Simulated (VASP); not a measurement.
A convergence study with VASP on Au (fcc): one setting is varied, all else stays as given below, so the limit is that of these other settings.

```
Au
1.0
    0.00000     2.04000     2.04000
    2.04000     0.00000     2.04000
    2.04000     2.04000     0.00000
Au
1
Direct
  0.00000   0.00000   0.00000
```

Calculation: LDA (Ceperley-Alder, Perdew-Zunger), VASP's LDA PAW potentials (set 64) (plane waves; VASP). The tightest run used: 550 eV cut-off, 25×25×25 Γ-centred mesh, tetrahedra with Blöchl corrections, potentials Au.

```json
[
 {"setting": "3×3×3 mesh", "E (eV/atom)": "-4.8780", "pressure (GPa)": "-10.14", "irreducible k-points": "4"},
 {"setting": "4×4×4 mesh", "E (eV/atom)": "-4.2626", "pressure (GPa)": "-3.09", "irreducible k-points": "8"},
 {"setting": "5×5×5 mesh", "E (eV/atom)": "-4.4951", "pressure (GPa)": "-4.09", "irreducible k-points": "10"}
]
```

Problem. These are the cheaper rows. Estimate the results at 25×25×25 mesh, and how far the last row shown lies from them.

Solution. 
```csv
quantity,tightest run,last row shown is off by
E (eV/atom),-4.4407,-0.0544
pressure (GPa),-3.90,-0.19
```

Left out are rungs that failed or repeat a setting and relaxations that didn't move; long series are thinned to 24 rows.

The compound is Au in the fcc structure. The cell was not relaxed at this level.
